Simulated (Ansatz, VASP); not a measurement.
# Cross-check of Si3N4 between VASP and Ansatz, part 3 of 3

Aim: how closely do two programs agree when they are given the same cell, functional and k mesh? The cell is taken from a series of runs on this material, whose earlier steps may have relaxed, scaled, displaced or heated it; both programs get it as it stands.

VASP 6.6.1 and Ansatz 0.2.0.

So far: Starting point; Ansatz: zone-centre phonons, PBEsol; VASP: zone-centre phonons, PBEsol.

**3. VASP: zone-centre phonons, PBEsol (continued)**

Level of this step: PBEsol; plane waves and PAW (Si, N) (VASP).

Numbers of over 12 decimals in the logs are rounded to 6 here.

Parts of OUTCAR (step 3):

```text
ion  position               nearest neighbor table
   1  0.767  0.173  0.250-  13 1.73   8 1.74   8 1.74   7 1.74   3 2.99   5 2.99   2 3.05   2 3.05
                             6 3.05   6 3.05
   2  0.594  0.767  0.750-  14 1.73   9 1.74   9 1.74   8 1.74   6 2.99   4 2.99   1 3.05   1 3.05
                             3 3.05   3 3.05
   3  0.827  0.594  0.250-  13 1.73  10 1.74  10 1.74   9 1.74   1 2.99   5 2.99   4 3.05   4 3.05
                             2 3.05   2 3.05
   4  0.233  0.827  0.750-  14 1.73  11 1.74  11 1.74  10 1.74   6 2.99   2 2.99   5 3.05   5 3.05
                             3 3.05   3 3.05
   5  0.406  0.233  0.250-  13 1.73  12 1.74  12 1.74  11 1.74   3 2.99   1 2.99   4 3.05   4 3.05
                             6 3.05   6 3.05
   6  0.173  0.406  0.750-  14 1.73   7 1.74   7 1.74  12 1.74   4 2.99   2 2.99   1 3.05   1 3.05
                             5 3.05   5 3.05
   7  0.029  0.330  0.250-   6 1.74   6 1.74   1 1.74
   8  0.699  0.029  0.750-   1 1.74   1 1.74   2 1.74
   9  0.670  0.699  0.250-   2 1.74   2 1.74   3 1.74
  10  0.971  0.670  0.750-   3 1.74   3 1.74   4 1.74
  11  0.301  0.971  0.250-   4 1.74   4 1.74   5 1.74
  12  0.330  0.301  0.750-   5 1.74   5 1.74   6 1.74
  13  0.667  0.333  0.250-   1 1.73   3 1.73   5 1.73
  14  0.333  0.667  0.750-   4 1.73   6 1.73   2 1.73

  LATTYP: Found a hexagonal cell.
 ALAT       =     7.6044000000
 C/A-ratio  =     0.3821866288

 Subroutine GETGRP returns: Found 12 space group operations
 (whereof  6 operations were pure point group operations)

The static configuration has the point symmetry S_6 .
 The point group associated with its full space group is C_6h.

 Found     15 irreducible k-points:

   k-points           NKPTS =     15   k-points in BZ     NKDIM =     15   number of bands    NBANDS=     46

   dimension x,y,z NGX =    64 NGY =   64 NGZ =   24
   dimension x,y,z NGXF=   128 NGYF=  128 NGZF=   48

   ENCUT  =  600.0 eV  44.10 Ry    6.64 a.u.  15.19 15.19  5.80*2*pi/ulx,y,z

   NELECT =      64.0000    total number of electrons

 k-points in reciprocal lattice and weights: Automatic mesh
   0.00000000  0.00000000  0.00000000       0.014
   0.33333333 -0.00000000  0.00000000       0.083
   0.33333333  0.33333333  0.00000000       0.028
   0.00000000  0.00000000  0.12500000       0.028
   0.33333333 -0.00000000  0.12500000       0.167
   0.33333333  0.33333333  0.12500000       0.056
   0.00000000  0.00000000  0.25000000       0.028
   0.33333333 -0.00000000  0.25000000       0.167
   0.33333333  0.33333333  0.25000000       0.056
[...]
0.33333333 -0.00000000  0.50000000       0.083
   0.33333333  0.33333333  0.50000000       0.028

 average (electrostatic) potential at core
       1 -82.0200       2 -82.0200       3 -82.0200       4 -82.0200       5 -82.0200
       6 -82.0200       7 -60.9011       8 -60.9011       9 -60.9011      10 -60.9011
      11 -60.9011      12 -60.9011      13 -60.5613      14 -60.5613

  Total        1.7223101      1.7223101      1.3357463     -0.0000001     -0.0000000      0.0000000
  in kB       18.9592408     18.9592408     14.7039355     -0.0000010     -0.0000000      0.0000000
[...]
free  energy   TOTEN  =      -120.3910451004 eV

 Eigenvectors and eigenvalues of the dynamical matrix
 ----------------------------------------------------

   1 f  =   31.477465 THz   197.778748 2PiTHz 1049.975225 cm-1   130.180278 meV
             X         Y         Z           dx          dy          dz
      5.173905  1.142503  0.726575     0.154775   -0.082678    0.000000
      1.597516  5.051985  2.179725    -0.148989   -0.092700    0.000000
      4.028011  3.909482  0.726575    -0.005786    0.175379    0.000000
     -1.371705  5.443100  2.179725     0.154775   -0.082678   -0.000000
      2.204684  1.533619  0.726575    -0.148989   -0.092700    0.000000
     -0.225811  2.676122  2.179725    -0.005786    0.175379   -0.000000
     -1.031772  2.172586  0.726575    -0.304834   -0.207248   -0.000000
      5.206999  0.192752  2.179725    -0.027065    0.367618   -0.000000
      2.436571  4.605770  0.726575     0.331899   -0.160370   -0.000000
      4.833972  4.413017  2.179725    -0.304834   -0.207248   -0.000000
     -1.404799  6.392851  0.726575    -0.027065    0.367618   -0.000000
      1.365629  1.979834  2.179725     0.331899   -0.160370   -0.000000
      3.802200  2.195201  0.726575    -0.000000    0.000000    0.000000
     -0.000000  4.390402  2.179725    -0.000000    0.000000   -0.000000

   2 f  =   30.893814 THz   194.111561 2PiTHz 1030.506726 cm-1   127.766493 meV
             X         Y         Z           dx          dy          dz
      5.173905  1.142503  0.726575     0.061889    0.004540    0.000000
      1.597516  5.051985  2.179725    -0.168984    0.124461    0.000000
      4.028011  3.909482  0.726575     0.227155    0.032787    0.000000
     -1.371705  5.443100  2.179725    -0.061889   -0.004540   -0.000000
      2.204684  1.533619  0.726575     0.168984   -0.124461    0.000000
     -0.225811  2.676122  2.179725    -0.227155   -0.032787    0.000000
     -1.031772  2.172586  0.726575     0.260528    0.116190   -0.000000
      5.206999  0.192752  2.179725     0.015923   -0.363919   -0.000000
      2.436571  4.605770  0.726575    -0.092237    0.000641   -0.000000
      4.833972  4.413017  2.179725    -0.260528   -0.116190    0.000000
     -1.404799  6.392851  0.726575    -0.015923    0.363919    0.000000
      1.365629  1.979834  2.179725     0.092237   -0.000641   -0.000000
      3.802200  2.195201  0.726575    -0.419707    0.026473   -0.000000
     -0.000000  4.390402  2.179725     0.419707   -0.026473    0.000000

   3 f  =   30.893814 THz   194.111561 2PiTHz 1030.506726 cm-1   127.766493 meV
             X         Y         Z           dx          dy          dz
      5.173905  1.142503  0.726575     0.062630    0.243463    0.000000
      1.597516  5.051985  2.179725     0.066372   -0.136368   -0.000000
      4.028011  3.909482  0.726575     0.090876    0.078197   -0.000000
     -1.371705  5.443100  2.179725    -0.062630   -0.243463    0.000000
      2.204684  1.533619  0.726575    -0.066372    0.136368    0.000000
     -0.225811  2.676122  2.179725    -0.090876   -0.078197   -0.000000
     -1.031772  2.172586  0.726575    -0.204310   -0.158950    0.000000
      5.206999  0.192752  2.179725    -0.043419   -0.117502    0.000000
      2.436571  4.605770  0.726575    -0.319859    0.193816    0.000000
      4.833972  4.413017  2.179725     0.204310    0.158950   -0.000000
     -1.404799  6.392851  0.726575     0.043419    0.117502   -0.000000
      1.365629  1.979834  2.179725     0.319859   -0.193816   -0.000000
      3.802200  2.195201  0.726575    -0.026473   -0.419707    0.000000
     -0.000000  4.390402  2.179725     0.026473    0.419707   -0.000000

   4 f  =   30.609600 THz   192.325790 2PiTHz 1021.026358 cm-1   126.591077 meV
             X         Y         Z           dx          dy          dz
      5.173905  1.142503  0.726575    -0.048633    0.171757    0.000000
      1.597516  5.051985  2.179725    -0.069104   -0.124252   -0.000000
      4.028011  3.909482  0.726575     0.197483    0.006024    0.000000
     -1.371705  5.443100  2.179725    -0.048633    0.171757    0.000000
      2.204684  1.533619  0.726575    -0.069104   -0.124252    0.000000
     -0.225811  2.676122  2.179725     0.197483    0.006024    0.000000
     -1.031772  2.172586  0.726575    -0.278106   -0.207768    0.000000
      5.206999  0.192752  2.179725     0.039515   -0.009473   -0.000000
      2.436571  4.605770  0.726575    -0.291024    0.166448    0.000000
      4.833972  4.413017  2.179725    -0.278106   -0.207768   -0.000000
     -1.404799  6.392851  0.726575     0.039515   -0.009473   -0.000000
      1.365629  1.979834  2.179725    -0.291024    0.166448   -0.000000
      3.802200  2.195201  0.726575     0.416773   -0.024981    0.000000
     -0.000000  4.390402  2.179725     0.416773   -0.024981   -0.000000

   5 f  =   30.609600 THz   192.325790 2PiTHz 1021.026358 cm-1   126.591077 meV
             X         Y         Z           dx          dy          dz
      5.173905  1.142503  0.726575     0.136071    0.101797   -0.000000
      1.597516  5.051985  2.179725    -0.159938    0.122268    0.000000
      4.028011  3.909482  0.726575    -0.029662   -0.144319   -0.000000
     -1.371705  5.443100  2.179725     0.136071    0.101797    0.000000
      2.204684  1.533619  0.726575    -0.159938    0.122268    0.000000
     -0.225811  2.676122  2.179725    -0.029662   -0.144319   -0.000000
     -1.031772  2.172586  0.726575    -0.173906   -0.074970    0.000000
      5.206999  0.192752  2.179725     0.024389   -0.392592    0.000000
      2.436571  4.605770  0.726575     0.200310   -0.062053   -0.000000
      4.833972  4.413017  2.179725    -0.173906   -0.074970    0.000000
     -1.404799  6.392851  0.726575     0.024389   -0.392592   -0.000000
      1.365629  1.979834  2.179725     0.200310   -0.062053   -0.000000
      3.802200  2.195201  0.726575     0.024981    0.416773   -0.000000
     -0.000000  4.390402  2.179725     0.024981    0.416773    0.000000

   6 f  =   28.025586 THz   176.089948 2PiTHz  934.832912 cm-1   115.904457 meV
             X         Y         Z           dx          dy          dz
      5.173905  1.142503  0.726575    -0.033038   -0.207122   -0.000000
      1.597516  5.051985  2.179725     0.162854   -0.132172   -0.000000
      4.028011  3.909482  0.726575     0.195892    0.074950    0.000000
     -1.371705  5.443100  2.179725     0.033038    0.207122    0.000000
      2.204684  1.533619  0.726575    -0.162854    0.132172    0.000000
     -0.225811  2.676122  2.179725    -0.195892   -0.074950   -0.000000
     -1.031772  2.172586  0.726575     0.272751    0.219732    0.000000
      5.206999  0.192752  2.179725    -0.053918    0.346076    0.000000
      2.436571  4.605770  0.726575    -0.326669    0.126344   -0.000000
      4.833972  4.413017  2.179725    -0.272751   -0.219732   -0.000000
     -1.404799  6.392851  0.726575     0.053918   -0.346076   -0.000000
      1.365629  1.979834  2.179725     0.326669   -0.126344   -0.000000
      3.802200  2.195201  0.726575     0.000000    0.000000   -0.000000
     -0.000000  4.390402  2.179725    -0.000000   -0.000000    0.000000

   7 f  =   27.766647 THz   174.462989 2PiTHz  926.195651 cm-1   114.833574 meV
             X         Y         Z           dx          dy          dz
      5.173905  1.142503  0.726575    -0.208341    0.112083   -0.000000
      1.597516  5.051985  2.179725     0.123640    0.119879   -0.000000
      4.028011  3.909482  0.726575     0.034894    0.069455   -0.000000
     -1.371705  5.443100  2.179725     0.208341   -0.112083    0.000000
      2.204684  1.533619  0.726575    -0.123640   -0.119879   -0.000000
     -0.225811  2.676122  2.179725    -0.034894   -0.069455    0.000000
     -1.031772  2.172586  0.726575     0.242824    0.208920   -0.000000
      5.206999  0.192752  2.179725    -0.003602   -0.308381    0.000000
      2.436571  4.605770  0.726575     0.037077    0.051477    0.000000
      4.833972  4.413017  2.179725    -0.242824   -0.208920   -0.000000
     -1.404799  6.392851  0.726575     0.003602    0.308381   -0.000000
      1.365629  1.979834  2.179725    -0.037077   -0.051477    0.000000
    [... 595 further lines ...]
      3.802200  2.195201  0.726575    -0.087639    0.205464   -0.000000
     -0.000000  4.390402  2.179725    -0.087639    0.205464   -0.000000

 ELASTIC MODULI CONTR FROM IONIC RELAXATION (kBar)
 Direction    XX          YY          ZZ          XY          YZ          ZX
 --------------------------------------------------------------------------------
 XX       -1193.6331    678.0192    289.0187     -0.5127     -0.0000      0.0000
 YY         678.0192  -1193.6331    289.0187     -0.5127     -0.0000     -0.0000
 ZZ         289.0187    289.0187   -876.9886     -0.1066      0.0000     -0.0000
 XY          -0.5127     -0.5127     -0.1066   -935.8281     -0.0000      0.0000
 YZ          -0.0000     -0.0000      0.0000     -0.0000   -703.1801     41.5023
 ZX           0.0000     -0.0000     -0.0000      0.0000     41.5023   -693.8243
 --------------------------------------------------------------------------------
```

**4. Comparison**

Known differences besides the potentials themselves: fixed occupations in Ansatz, narrow Gaussian smearing in VASP; the cutoff is 420 eV in Ansatz and 600 eV in VASP; Ansatz makes its cores anew for this functional, VASP keeps those of its PBE data sets. Total energies have different zeros and are not compared.

The two programs side by side:

| quantity | Ansatz | VASP | difference |
| --- | --- | --- | --- |
| optical mode 1 to 2 (cm⁻¹) | 172.4 | 172.4 | +0.05 % |
| optical mode 3 (cm⁻¹) | 195.0 | 195.3 | -0.14 % |
| optical mode 4 to 5 (cm⁻¹) | 216.5 | 216.7 | -0.11 % |
| optical mode 6 (cm⁻¹) | 231.4 | 232.8 | -0.60 % |
| optical mode 7 (cm⁻¹) | 257.7 | 258.0 | -0.12 % |
| optical mode 8 to 9 (cm⁻¹) | 292.6 | 293.0 | -0.15 % |
| optical mode 10 (cm⁻¹) | 346.4 | 347.2 | -0.24 % |
| optical mode 11 (cm⁻¹) | 385.5 | 386.6 | -0.26 % |
| optical mode 12 to 13 (cm⁻¹) | 406.6 | 408.4 | -0.46 % |
| optical mode 14 to 15 (cm⁻¹) | 429.1 | 430.8 | -0.38 % |
| optical mode 16 (cm⁻¹) | 444.5 | 446.5 | -0.45 % |
| optical mode 17 (cm⁻¹) | 541.6 | 543.1 | -0.27 % |
| optical mode 18 to 19 (cm⁻¹) | 550.5 | 552.1 | -0.29 % |
| optical mode 20 to 21 (cm⁻¹) | 605.0 | 606.9 | -0.32 % |
| optical mode 22 (cm⁻¹) | 643.8 | 645.9 | -0.33 % |
| optical mode 23 (cm⁻¹) | 712.0 | 713.7 | -0.25 % |
| optical mode 24 (cm⁻¹) | 849.2 | 854.3 | -0.60 % |
| optical mode 25 to 26 (cm⁻¹) | 859.2 | 864.3 | -0.59 % |
| optical mode 27 to 28 (cm⁻¹) | 863.4 | 868.7 | -0.61 % |
| optical mode 29 (cm⁻¹) | 877.7 | 883.8 | -0.69 % |
| optical mode 30 to 31 (cm⁻¹) | 888.3 | 893.8 | -0.62 % |
| optical mode 32 to 33 (cm⁻¹) | 920.4 | 926.2 | -0.62 % |
| optical mode 34 (cm⁻¹) | 930.0 | 934.8 | -0.51 % |
| optical mode 35 to 36 (cm⁻¹) | 1018.9 | 1021.0 | -0.21 % |
| optical mode 37 to 38 (cm⁻¹) | 1029.1 | 1030.5 | -0.14 % |
| optical mode 39 (cm⁻¹) | 1048.4 | 1050.0 | -0.15 % |

Modes are paired by rising frequency, not by their patterns, so a pair may set unlike modes beside each other; they are those without the splitting of longitudinal modes.

**5. Outcome**

```
r.m.s. difference of the optical zone-centre modes, each program's sorted by frequency (zone-centre phonons, PBEsol) : 3.1 cm⁻¹
difference in optical mode 29 (zone-centre phonons, PBEsol)                                                          : -0.7 %
```

**Reading.** The r.m.s. difference of the optical zone-centre modes, each program's sorted by frequency is 3.1 cm⁻¹ (zone-centre phonons, PBEsol). Among the rows given in per cent, the largest difference of the zone-centre phonons, PBEsol pair is in optical mode 29, -0.7 %. Such differences can come from data sets, numerical settings and the points named under the comparisons, not from the functional's error against experiment.

[Lines on the potential files, build, host, timing and source positions are cut from VASP's logs without a mark.]

[Logs are printed without paths, hosts, clocks, repeated set-up lines and the standing remarks that a program may print on its own settings, such as how far it seeks lower states.]

[Hosts, paths, dates, database ids (printed as entryN), source tags and the programs' standing remarks are cut or masked in the printed files.]
